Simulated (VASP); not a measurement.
A run of VASP 6.6.1 is set up as follows.

Contents of INCAR:

```
PREC     = Accurate       # precision mode
ENCUT    = 520            # plane-wave cutoff, eV
EDIFF    = 1E-6           # SCF threshold, eV
ISMEAR   = 0              # smearing method
SIGMA    = 0.1            # smearing width, eV
LREAL    = False          # projectors in reciprocal space
LASPH    = True           # aspherical terms in the spheres
NELM     = 150            # most SCF steps
ALGO     = Normal         # electronic algorithm
ISIF     = 2              # what is computed and relaxed
LWAVE    = False          # write WAVECAR
LCHARG   = False          # write CHGCAR
METAGGA  = R2SCAN         # meta-GGA
LMIXTAU  = True         
KPAR     = 4
```

The input KPOINTS:

```
Automatic mesh
0
Gamma
  10 10 6
```

File POSCAR:

```
InGaO2                                  
1.0
    3.1476954224      0.0000000000      0.0000000000
    0.0000000000      3.1476954224     -0.0000000000
    0.0000000000      0.0000000000      6.2578417251
  In              Ga              O             
     1     1     2
Direct
     1.0000000000000000    1.0000000000000000    0.0000000000000000
     0.5000000000000000    0.5000000000000000    0.5000000000000000
     0.0000000000000000    0.5000000000000000    0.3327460568950115
     0.5000000000000000    1.0000000000000000    0.6672539431049885
```

Potentials or basis: VASP PAW PBE potentials, release 64 (In_d, Ga_d, O).

Run with:

```sh
$ cat potpaw_PBE.64/In_d/POTCAR potpaw_PBE.64/Ga_d/POTCAR potpaw_PBE.64/O/POTCAR > POTCAR
$ mpirun -np 4 vasp_std > vasp.out
```

(1) What does it give for the largest force?

(2) Predict the band gap on the k mesh.

Answers

(1) 0.279 eV/Å.

(2) none (metal or under the smearing width).

Caveat: the PAW data sets were made with another functional, which shifts forces and pressure a little.
